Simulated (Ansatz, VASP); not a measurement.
# BiSb: VASP beside Ansatz

Wanted: the spread between two codes on one cell, functional and k mesh. The cell is generated by rule, not measured, and may not be a known phase. The two relaxations start from unlike cells of this crystal (the structure described is Ansatz's start), so only their ends are compared.

Program: Ansatz 0.2.0. Level of theory: plane waves, with VASP 6.6.1 beside it; relaxation of cell and atoms at PBEsol. Results are calculated unless marked as measured.

The structure was built from a prototype and need not be the compound's stable phase.

**1. The starting structure**

It takes space group P6_3mc (No. 186, hexagonal). Conventional cell: a = 5.302 Å, b = 5.302 Å, c = 6.387 Å, α = 90.00°, β = 90.00°, γ = 120.00°. Nearest to Bi lie 4 Sb at 2.97 to 3.07 Å. Nearest to Sb lie 4 Bi at 2.97 to 3.07 Å. Farther neighbours are not listed.

**2. Ansatz: relaxation of cell and atoms, PBEsol**

Ansatz runs on its default PAW (the set named soft_2) files.

The relaxed volume is the usual yardstick between codes: in a stiff, nearly cubic crystal its relative difference is about their pressure difference at one cell divided by the bulk modulus.

Contents of input.yaml:

```yaml
crystal:
  lattice:
    - [5.3020965773, 0.0, 0.0]
    - [-2.6510482886, 4.5917503293, 0.0]
    - [0.0, 0.0, 6.3871077809]
  atoms:
    - { symbol: Bi, position: [0.3333333333, 0.6666666667, 0.2372290597] }
    - { symbol: Bi, position: [0.6666666667, 0.3333333333, 0.7372290597] }
    - { symbol: Sb, position: [0.6666666667, 0.3333333333, 0.2719191541] }
    - { symbol: Sb, position: [0.3333333333, 0.6666666667, 0.7719191541] }
kpoints:
  mp_grid: { grid: [10, 10, 6] }
hamiltonian:
  xc: pbesol
scf:
  occupations: { method: methfessel_paxton, width: 0.15 }
output:
  forces: true
  stress: true
  eigenvalues: true
relax:
  adjacent_minimum: "off"
  f_tol: 0.002
  max_steps: 120
  cell: { stress_tol: 0.03 }
```

On the command line:

```
> ansatz run input.yaml --threads 4 --pin off --max-ram 7168MiB --backend cpu --events-out ev --progress --plain --runs-dir out
```

Numbers of over 12 decimals in the logs are rounded to 6 here.

The log of the run:

```text
Engine: ansatz 0.2.0, x86_64-unknown-linux-gnu
Pseudopotentials: kind: paw
Pseudopotential: Bi, paw, valence charge 15, recommended cutoff 420 eV (normal), Bi.paw.azcp
Pseudopotential: Sb, paw, valence charge 15, recommended cutoff 420 eV (normal), Sb.paw.azcp
Functional definition: PBEsol
  exchange = pbesol_x
  correlation = pbesol_c
Crystal: 4 atoms, lattice volume = 155.500 Å³
Basis set: ecut = 420 eV, 3039 PW (Γ), exchange–correlation on 72×72×90 points (8 copies of the dense FFT grid, shifted against one another)
Bands: 36, of which v1, the nominal top of the filled ones, is band 30 counted from 1 (29 counted from 0)
Symmetry: 12 space group operations
Space group: P63mc (ITA 186), of the structure as read, at distance tolerance 5.4e-5 Å
k-points: 56 of 600 (time reversal used)
Non-local potential: Bi, projectors of the file, l = 0: 2, l = 1: 2, l = 2: 2, l = 3: 2
Non-local potential: Sb, projectors of the file, l = 0: 2, l = 1: 2, l = 2: 2, l = 3: 2
PAW form: soft (Blöchl's): semilocal exchange-correlation on the pseudo side does not see the compensation charge
PAW frozen core: Bi, regenerated for the run's functional, and the local potential with it (the file was generated under x = pbe(κ = 0.804, μ = 0.219515), c = pbe(β = 0.066725))
PAW frozen core: Sb, regenerated for the run's functional, and the local potential with it (the file was generated under x = pbe(κ = 0.804, μ = 0.219515), c = pbe(β = 0.066725))
PAW one-centre angular grid: Bi, 590 points (default); XC on 64 Gauss nodes
PAW one-centre angular grid: Sb, 590 points (default); XC on 64 Gauss nodes
Initial density: superposition of atomic densities (neutral atoms: chi_scale 0, normalization atom), corrected by the library's trained network
Initial wavefunctions: pseudopotential atomic-orbital guess
Functional: x = pbesol(κ = 0.804, μ = 0.123457), c = pbesol(β = 0.046)
SCF iter   1: F=—  HF=-37299.501269 eV  |F-HF|=—  |Δ(HF+E_count)|=         —  Δρ=2.18e-3  dr2=4.87e-3  ethr=1.77e-3  ⟨swp⟩=6.7  Hψ=8468  notcnv=0
preconditioner: auto → LDOS  [metal: Δε(μ)=0.055 eV  Ē_g=7.837 eV  σ=0.150 eV  W_gap=0.30  n_scr=22 (ndim 8)  ℏωp=13.3 eV  f_vac=0.127  D(μ)=1.87/eV (n_scr^D=8)  β→1.0]
SCF iter   2: F=—  HF=-37299.499421 eV  |F-HF|=—  |Δ(HF+E_count)|=   1.85e-3  S|Δr|=    0.00e0  Δρ=7.55e-4  dr2=1.16e-3  ethr=8.12e-6  ⟨swp⟩=2.0  Hψ=4160  notcnv=0
SCF iter   3: F=—  HF=-37299.499015 eV  |F-HF|=—  |Δ(HF+E_count)|=   4.06e-4  S|Δr|=    0.00e0  Δρ=3.36e-4  dr2=2.12e-4  ethr=1.94e-6  ⟨swp⟩=2.0  Hψ=3664  notcnv=0
SCF iter   4: F=—  HF=-37299.498960 eV  |F-HF|=—  |Δ(HF+E_count)|=   5.47e-5  S|Δr|=    0.00e0  Δρ=8.42e-5  dr2=1.13e-5  ethr=3.54e-7  ⟨swp⟩=2.0  Hψ=3661  notcnv=0
SCF iter   5: F=—  HF=-37299.498972 eV  |F-HF|=—  |Δ(HF+E_count)|=   1.17e-5  S|Δr|=    0.00e0  Δρ=2.54e-5  dr2=1.79e-6  ethr=1.88e-8  ⟨swp⟩=2.0  Hψ=3669  notcnv=0
SCF iter   6: F=—  HF=-37299.498972 eV  |F-HF|=—  |Δ(HF+E_count)|=   2.07e-7  S|Δr|=    0.00e0  Δρ=6.47e-6  dr2=1.09e-7  ethr=2.98e-9  ⟨swp⟩=2.0  Hψ=3665  notcnv=0
SCF iter   7: F=-37299.498972 eV  HF=-37299.498972 eV  |F-HF|=2.78e-9  |Δ(HF+E_count)|=   5.64e-8  S|Δr|=    0.00e0  Δρ=2.50e-6  dr2=1.00e-8  ethr=1.67e-10  ⟨swp⟩=8.5  Hψ=9140  notcnv=0
SCF 1 converged in 7 iterations: F = -37299.498972 eV  dr2 = 1.00e-8
  greatest PAW one-centre occupation: 0.996 electrons in one spin orbital (limit 2), on the Sb atom at site 3 (counted from 0), in its partial waves of l = 2
relax step   1: F+E_penalty+E_count = -37299.49897169 eV  Δ(F+E_penalty+E_count) = +0.000e0 eV  max|allowed force component| = 1.921e-2 eV/Å  Δτ_max = 0.0000 Å  P = +0.591 GPa  Ω = 155.500 Å³  (7 SCF iters, dr2 threshold 1.00e-7 eV, accepted)
[...]
relax step   4: F+E_penalty+E_count = -37299.52339193 eV  Δ(F+E_penalty+E_count) = -2.146e-3 eV  max|allowed force component| = 4.762e-2 eV/Å  Δτ_max = 0.0277 Å  P = +0.043 GPa  Ω = 160.584 Å³  energy of the carried Pulay correction = -7.736e-4 eV  (5 SCF iters, dr2 threshold 3.37e-7 eV, accepted)
[...]
relax step   5: F+E_penalty+E_count = -37299.52396744 eV  Δ(F+E_penalty+E_count) = -5.755e-4 eV  max|allowed force component| = 2.274e-4 eV/Å  Δτ_max = 0.0053 Å  P = +0.048 GPa  Ω = 160.291 Å³  energy of the carried Pulay correction = -7.297e-4 eV  (4 SCF iters, dr2 threshold 1.77e-7 eV, accepted)
[...]
relax step   6: F+E_penalty+E_count = -37299.52398723 eV  Δ(F+E_penalty+E_count) = -1.979e-5 eV  max|allowed force component| = 9.867e-4 eV/Å  Δτ_max = 0.0003 Å  P = +0.011 GPa  Ω = 160.424 Å³  energy of the carried Pulay correction = -7.495e-4 eV  (4 SCF iters, dr2 threshold 1.18e-8 eV, accepted)
[...]
relax step   7: F+E_penalty+E_count = -37299.52465714 eV  Δ(F+E_penalty+E_count) = -6.699e-4 eV  max|allowed force component| = 9.707e-4 eV/Å  Δτ_max = 0.0000 Å  P = +0.007 GPa  Ω = 160.424 Å³  stress off target by 8.94e-3 GPa  SCF on the basis re-selected at this cell (its energy is not comparable with the rows above)  (7 SCF iters)
basis re-selected at this cell: Δ(F+E_penalty+E_count) = -6.699e-4 eV, ΔP = -0.003 GPa vs the last step (what re-selecting the basis moved, of the pressure what is left beyond the Pulay correction that the steps carried, after the strain that the cell walked since its last selection, with what the two solves' SCF thresholds leave and, on support functions, any second-order correction that the steps lacked; it is no m [...]
SCF converged after 7 iterations
Stability not checked: this state was not tested for a lower state beside it, because cold or Methfessel-Paxton smearing, or corrected tetrahedra, fill the levels in a way that the test cannot read (fill_not_monotonic; see scf.lower_state_search)
Free energy (F): -37299.524657 eV
Harris-Foulkes:  -37299.524657 eV  (|F-HF|=1.46e-11)
Internal energy: -37299.526339 eV  (E = F + TS)
E sigma→0 (E₀):  -37299.525078 eV
Entropy (-TS):   0.001682 eV (0.421 meV/atom)
Fermi energy:    7.444850 eV
--- Per-component energies (eV) ---
  E_band       = -710.934796
  E_kinetic    = 1019.314461
  E_local      = -7438.800545  (includes V_loc(G=0)·N_el)
  E_nonlocal   = 1851.169576
  E_hartree    = 2949.399185
  E_xc         = -574.612071
  E_vxc        = -480.185303  (∫ρ·V_xc dr)
  E_paw        = -30017.313024  (= ΣΔE_a)
  E_vpaw       = -1561.230427  (= ΣTr[D̂ρ^β])
  E_aug_tail   = -0.000928  (compensation charges beyond the density's cutoff)
  E_ewald      = -5089.526212
  E_core_change = 0.843218  (= ΣΔE_core)
  E_smearing   = 0.001682  (= −TS)
  E_closure    = 0.000000  (closes the sum)
  Σ components = -37299.524657   (vs F -37299.524657, Δ=0.00e0)
--- Forces (eV/Å), atoms counted from 1 ---
  atom   1  Bi    -0.00000000    -0.00000000     0.00097073
  atom   2  Bi     0.00000000     0.00000000     0.00097073
  atom   3  Sb     0.00000000     0.00000000    -0.00097068
  atom   4  Sb    -0.00000000    -0.00000000    -0.00097068
  max |Σ_I F_I| component: 9.66e-8 eV/Å
--- Stress (GPa, compression-positive) ---
        0.008936      -0.000000       0.000000
        0.000000       0.008936       0.000000
        0.000000       0.000000       0.004163
  P = ⅓ Tr σ = 0.0073 GPa (0.073 kbar)
--- Band table (eV; the first three rows and the last of 56) ---
  k-point 0: bands = [... 26 lower, 3.9666, 5.6450, 5.6450, 5.6513, 7.4090, 7.4090, 9.4778, 9.4778, ... 2 higher]
  k-point 1: bands = [... 26 lower, 4.0485, 5.4755, 5.4755, 6.0366, 7.5260, 7.5260, 9.1107, 9.2616, ... 2 higher]
  k-point 2: bands = [... 26 lower, 4.2860, 5.0846, 5.0846, 6.4907, 7.8304, 7.8304, 8.0913, 8.7812, ... 2 higher]
  k-point 55: bands = [... 26 lower, 5.7785, 5.7785, 6.9333, 6.9333, 7.7917, 7.7917, 8.4004, 8.4004, ... 2 higher]
--- Relaxed structure (6 steps of the walk, 6 accepted, 1 SCFs on fresh bases) ---
  F+E_penalty+E_count = -37299.52465714 eV   max|allowed force component| = 9.707e-4 eV/Å   (the final SCF, on the basis selected at the relaxed cell)
  cell:  # Å, volume = 160.4238 Å³
    - [5.296808, -2.883876936367448e-11, 0]
    - [-2.648404, 4.587171, 0]
    - [0, 0, 6.602519]
  atoms:
    - { symbol: Bi, position: [0.333333, 0.666667, 0.228846] }
    - { symbol: Bi, position: [0.666667, 0.333333, 0.728846] }
    - { symbol: Sb, position: [0.666667, 0.333333, 0.280302] }
    - { symbol: Sb, position: [0.333333, 0.666667, 0.780302] }
```

In the SCF lines HF is the Harris–Foulkes energy and dr2 the Hartree energy of the density residual, in eV; the loop may stop once dr2 is under the threshold and the program's other checks hold. Hψ counts applications of the Hamiltonian.

**3. VASP: relaxation of cell and atoms, PBEsol**

Its own start cell and the same functional, mesh and smearing now go to VASP, with its own data sets.

Lines of VASP's logs that name or quote its potential files are left out, and so is its time.

Contents of INCAR:

```
SYSTEM = BiSb
PREC = Accurate
ENCUT = 500
EDIFF = 1E-07
NELM = 120
ISMEAR = 1
SIGMA = 0.15
LREAL = .FALSE.
ALGO = Normal
GGA = PS
NBANDS = 26
LORBIT = 11
LWAVE = .FALSE.
LCHARG = .FALSE.
ISIF = 3
IBRION = 2
NSW = 80
EDIFFG = -0.005
LASPH = .TRUE.
GGA_COMPAT = .FALSE.
NELMIN = 4
KPAR = 2
```

Contents of POSCAR:

```
BiSb
1.0
    5.2974786567     -0.0000000005      0.0000000000
   -2.6487388292      4.5877503994      0.0000000000
    0.0000000000      0.0000000000      6.5997411996
Bi Sb
2 2
Direct
    0.3333333068      0.6666667393      0.2291587263
    0.6666665046      0.3333332607      0.7291585697
    0.6666665046      0.3333332607      0.2799895455
    0.3333333068      0.6666667393      0.7799895455
```

Contents of KPOINTS:

```
Automatic mesh
0
Gamma
10 10 6
0 0 0
```

Potentials, in the order of the species: Bi_d and Sb (PBE family, release 64).

On the command line:

```
> mpirun -np 2 vasp_std
```

The log of the run:

```text
[banner, memory and clock lines left out]
running    2 mpi-ranks, on    1 nodes
 distrk:  each k-point on    1 cores,    2 groups
 distr:  one band on    1 cores,    1 groups

 POSCAR found type information on POSCAR BiSb
 POSCAR found :  2 types and       4 ions
|                                                                             |
|               ----> ADVICE to this user running VASP <----                  |
|                                                                             |
|     You enforced a specific xc type in the INCAR file but a different       |
|     [... a line on the potential file left out ...]
|     I HOPE YOU KNOW WHAT YOU ARE DOING!                                     |
|                                                                             |

 LDA part: xc-table for (Slater+PW92), standard interpolation
 POSCAR, INCAR and KPOINTS ok, starting setup
 FFT: planning ... GRIDC
 FFT: planning ... GRID_SOFT
 FFT: planning ... GRID
 WAVECAR not read
 entering main loop
       N       E                     dE             d eps       ncg     rms          rms(c)
DAV:   1     0.364610744229E+03    0.36461E+03   -0.18449E+04  2968   0.144E+03
DAV:   2     0.167107691363E+02   -0.34790E+03   -0.34342E+03  3178   0.375E+02
DAV:   3    -0.159813534766E+02   -0.32692E+02   -0.32182E+02  3696   0.137E+02
DAV:   4    -0.171522066718E+02   -0.11709E+01   -0.11617E+01  3386   0.284E+01
DAV:   5    -0.171998581386E+02   -0.47651E-01   -0.47635E-01  4122   0.537E+00    0.286E+00
DAV:   6    -0.170993992493E+02    0.10046E+00   -0.27274E-01  3460   0.252E+00    0.159E+00
DAV:   7    -0.170822733226E+02    0.17126E-01   -0.56361E-02  3616   0.115E+00    0.756E-01
DAV:   8    -0.170801591498E+02    0.21142E-02   -0.12403E-02  3586   0.577E-01    0.920E-02
DAV:   9    -0.170802712814E+02   -0.11213E-03   -0.10722E-03  3300   0.161E-01    0.498E-02
DAV:  10    -0.170805419263E+02   -0.27064E-03   -0.42214E-04  3098   0.990E-02    0.217E-02
DAV:  11    -0.170805469250E+02   -0.49987E-05   -0.24213E-05  3958   0.231E-02    0.127E-02
DAV:  12    -0.170805564522E+02   -0.95272E-05   -0.21073E-05  3054   0.214E-02    0.106E-03
DAV:  13    -0.170805567069E+02   -0.25472E-06   -0.32130E-07  3252   0.327E-03    0.659E-04
DAV:  14    -0.170805569610E+02   -0.25415E-06   -0.15535E-07  2400   0.170E-03    0.208E-04
DAV:  15    -0.170805569843E+02   -0.23259E-07   -0.14781E-08  1708   0.102E-03
   1 F= -.17080557E+02 E0= -.17081156E+02  d E =-.170806E+02
 curvature:   0.00 expect dE= 0.000E+00 dE for cont linesearch  0.000E+00
 trial: gam= 0.00000 g(F)=  0.117E-05 g(S)=  0.121E-04 ort = 0.000E+00 (trialstep = 0.100E+01)
 search vector abs. value=  0.133E-04
 bond charge predicted
       N       E                     dE             d eps       ncg     rms          rms(c)
DAV:   1    -0.170807117177E+02   -0.15476E-03   -0.46565E-03  3518   0.809E-01    0.636E-02
DAV:   2    -0.170805850395E+02    0.12668E-03   -0.28595E-04  3506   0.208E-01    0.274E-02
DAV:   3    -0.170805584893E+02    0.26550E-04   -0.11752E-04  3542   0.123E-01    0.407E-03
DAV:   4    -0.170805595578E+02   -0.10685E-05   -0.52097E-06  3556   0.159E-02    0.247E-03
DAV:   5    -0.170805602694E+02   -0.71163E-06   -0.43719E-07  2648   0.526E-03    0.967E-04
DAV:   6    -0.170805605698E+02   -0.30042E-06   -0.12294E-07  1620   0.339E-03    0.307E-04
DAV:   7    -0.170805605210E+02    0.48856E-07   -0.54216E-08  1568   0.257E-03
   2 F= -.17080561E+02 E0= -.17081135E+02  d E =-.353667E-05
 trial-energy change:   -0.000004  1 .order   -0.000003   -0.000013    0.000007
 step:   0.6792(harm=  0.6397)  dis= 0.00008  next Energy=   -17.080562 (dE=-0.472E-05)
 reached required accuracy - stopping structural energy minimisation
```

From OUTCAR (step 3):

```text
ion  position               nearest neighbor table
   1  0.333  0.667  0.229-   4 2.96   3 3.08   3 3.08   3 3.08   4 3.64
   2  0.667  0.333  0.729-   3 2.96   4 3.08   4 3.08   4 3.08   3 3.64
   3  0.667  0.333  0.280-   2 2.96   1 3.08   1 3.08   1 3.08   2 3.64
   4  0.333  0.667  0.780-   1 2.96   2 3.08   2 3.08   2 3.08   1 3.64

  LATTYP: Found a hexagonal cell.
 ALAT       =     5.2974786567
 C/A-ratio  =     1.2458268598

 Subroutine GETGRP returns: Found 12 space group operations
 (whereof  6 operations were pure point group operations)

The static configuration has the point symmetry C_3v.
 The point group associated with its full space group is C_6v.

 Found     56 irreducible k-points:

   k-points           NKPTS =     56   k-points in BZ     NKDIM =     56   number of bands    NBANDS=     26

   dimension x,y,z NGX =    40 NGY =   40 NGZ =   48
   dimension x,y,z NGXF=    80 NGYF=   80 NGZF=   96

   ENCUT  =  500.0 eV  36.75 Ry    6.06 a.u.   9.66  9.66 12.03*2*pi/ulx,y,z

   NELECT =      40.0000    total number of electrons

 k-points in reciprocal lattice and weights: Automatic mesh
   0.00000000  0.00000000  0.00000000       0.002
   0.10000000 -0.00000000  0.00000000       0.010
   0.20000000 -0.00000000  0.00000000       0.010
   0.30000000 -0.00000000  0.00000000       0.010
   0.40000000  0.00000000  0.00000000       0.010
   0.50000000  0.00000000  0.00000000       0.005
   0.10000000  0.10000000  0.00000000       0.010
   0.20000000  0.10000000  0.00000000       0.020
   0.30000000  0.10000000  0.00000000       0.020
[...]
0.40000000  0.20000000  0.50000000       0.010
   0.30000000  0.30000000  0.50000000       0.010

 average (electrostatic) potential at core
       1-106.1272       2-106.1272       3 -87.7654       4 -87.7654

 E-fermi :   4.9135

 k-point     1 :       0.0000    0.0000    0.0000
  band No.  band energies     occupation
    ...
     18       3.1146      2.00000
     19       3.1146      2.00000
     20       3.1173      2.00000
     21       4.8756      1.41306
     22       4.8756      1.41295
     23       6.9495     -0.00000
     24       6.9495     -0.00000
     25       7.5410     -0.00000
     26       8.2190      0.00000

 k-point     2 :       0.1000   -0.0000    0.0000
  band No.  band energies     occupation
    ...
     17       1.6308      2.00000
     18       2.9823      2.00000
     19       3.0296      2.00000
     20       3.2844      2.00000
     21       4.8674      1.49443
     22       5.0743     -0.06218
     23       6.9379     -0.00000
     24       7.1508     -0.00000
     25       7.5983     -0.00000
     26       8.4924      0.00000

 k-point     3 :       0.2000   -0.0000    0.0000
  band No.  band energies     occupation
    ...
     16       1.1316      2.00000
     17       1.9990      2.00000
     18       2.6543      2.00000
     19       2.8325      2.00000
     20       3.6470      2.00000
     21       4.9746      0.37014
     22       5.5880     -0.00000
     23       7.0180     -0.00000
     24       7.6848     -0.00000
     25       7.7622     -0.00000
    ...

  Total        0.0065116      0.0065116      0.0146772      0.0000000      0.0000000      0.0000000
  in kB        0.0650844      0.0650844      0.1466998      0.0000000      0.0000000      0.0000000
  external PRESSURE =       0.0922896 kB  Pullay stress =       0.0000000 kB

  energy-cutoff  :      500.00
  volume of cell :      160.30
      direct lattice vectors                 reciprocal lattice vectors
     5.296642327 -0.000000001  0.000000000     0.188798854  0.109003065  0.000000000
    -2.648320664  4.587026117 -0.000000000     0.000000000  0.218006171  0.000000000
    -0.000000000  0.000000000  6.597689165     0.000000000  0.000000000  0.151568220

 POSITION                                       TOTAL-FORCE (eV/Angst)
 -----------------------------------------------------------------------------------
     -0.00000      3.05802      1.51180        -0.000000     -0.000000      0.001854
      2.64832      1.52901      4.81064         0.000000      0.000000      0.001854
      2.64832      1.52901      1.84740         0.000000     -0.000000     -0.001854
     -0.00000      3.05802      5.14625         0.000000      0.000000     -0.001854
 -----------------------------------------------------------------------------------
    total drift:                                0.001241     -0.000000      0.001366

  FREE ENERGIE OF THE ION-ELECTRON SYSTEM (eV)
  ---------------------------------------------------
  free  energy   TOTEN  =       -17.0805605210 eV

  energy  without entropy=      -17.0822850969  energy(sigma->0) =      -17.08113538

 reached required accuracy - stopping structural energy minimisation

 total charge
# of ion       s       p       d       tot
------------------------------------------
    1        1.551   1.308   9.917  12.775
    2        1.551   1.308   9.917  12.775
    3        1.212   1.177   0.021   2.410
    4        1.212   1.177   0.021   2.410
--------------------------------------------------
tot          5.525   4.969  19.876  30.370

[... 3 further parts left out ...]
```

The run keeps the 12 symmetry operations of its start, so it cannot find a distortion of lower symmetry.

**4. Differences**

Known differences besides the potentials themselves: the data sets hold 60 valence electrons in Ansatz (on its default PAW (the set named soft_2) files) and 40 in VASP; the cutoff is 420 eV in Ansatz and 500 eV in VASP; Ansatz makes its cores anew for this functional, VASP keeps those of its PBE data sets; Ansatz adds a Pulay correction to the stress that steers its cell, VASP none. Total energies have different zeros and are not compared.

Compared:

```tsv
quantity	Ansatz	VASP	difference
volume (Å³)	160.42	160.30	+0.08 %
edge a after relaxation, in the typed setting (Å)	5.297	5.297	+0.00 %
edge c after relaxation, in the typed setting (Å)	6.603	6.598	+0.07 %
```

**5. What came out**

- difference in volume (relaxation of cell and atoms, PBEsol): 0.079 %

**Reading.** The difference in volume is 0.079 % (relaxation of cell and atoms, PBEsol), within the 1.2 % picked in this series as the mark of a large difference, as far as the stopping tolerances let one tell. The data sets hold unlike numbers of valence electrons (60 in Ansatz and 40 in VASP), so part of the differences comes from the potentials. Such differences can come from data sets, numerical settings and the points named under the comparisons, not from the functional's error against experiment.

[Lines on the potential files, build, host, timing and source positions are cut from VASP's logs without a mark.]

[Logs are printed without paths, hosts, clocks, repeated set-up lines and the standing remarks that a program may print on its own settings, such as how far it seeks lower states.]

[Hosts, paths, dates, database ids (printed as entryN), source tags and the programs' standing remarks are cut or masked in the printed files.]
